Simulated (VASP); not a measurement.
Level of theory: r2SCAN meta-GGA, VASP's PBE PAW potentials (set 64) (plane waves; VASP).

VASP ran on this input.

**POSCAR**
```
CdSe
1
    2.1302002234    -3.6896147778     0.0000000000
    2.1302002234     3.6896147778     0.0000000000
    0.0000000000     0.0000000000     6.9397749574
Cd Se
2 2
Direct
  0.6666670000   0.3333330000   0.5000227911
  0.3333330000   0.6666670000   0.0000227911
  0.6666670000   0.3333330000   0.8759772089
  0.3333330000   0.6666670000   0.3759772089
```

**INCAR**
```
# general
SYSTEM =CdSe
PREC   =Accurate
ENCUT  =520
LREAL  =.False.
LASPH  =.True.

# electronic loop
EDIFF  =1E-7
NELM   =100
ALGO   =Normal
LMAXMIX=4
LMIXTAU=.True.

# smearing
ISMEAR =0
SIGMA  =0.05

# functional
METAGGA=R2SCAN

# ions
IBRION =2
NSW    =30
ISIF   =4
EDIFFG =-0.01

# output
LWAVE  =.False.
LCHARG =.False.
```

KPOINTS:
```
K-points
0
gamma
  6 6 3
0 0 0
```

POTCAR, in this order: Cd Se (PBE.64 set). Program: vasp_std.

Predict the energy per atom (σ→0), band gap (on the k-mesh).

```json
{
 "energy per atom (σ→0)": "-17.938 eV/atom",
 "band gap (on the k-mesh)": "1.23 eV"
}
```

OSZICAR:
```
...
DAV:   4    -0.717536275752E+02    0.59988E-05   -0.31319E-05   658   0.475E-02    0.648E-03
DAV:   5    -0.717536309042E+02   -0.33291E-05   -0.20816E-05   628   0.402E-02    0.447E-03
DAV:   6    -0.717536363895E+02   -0.54853E-05   -0.51640E-06   628   0.204E-02    0.861E-04
DAV:   7    -0.717536371268E+02   -0.73728E-06   -0.59294E-07   668   0.733E-03    0.939E-04
DAV:   8    -0.717536368798E+02    0.24706E-06   -0.16337E-07   450   0.434E-03    0.255E-04
DAV:   9    -0.717536371169E+02   -0.23713E-06   -0.47469E-08   410   0.198E-03    0.960E-05
DAV:  10    -0.717536370335E+02    0.83368E-07   -0.38672E-09   338   0.609E-04
   2 F= -.71753637E+02 E0= -.71753637E+02  d E =-.318984E-04
```

The compound is CdSe in the wurtzite structure. This cell is one point of a volume scan, at 0.94 of the reference volume. Symmetry was kept, so distortions that lower it aren't found.
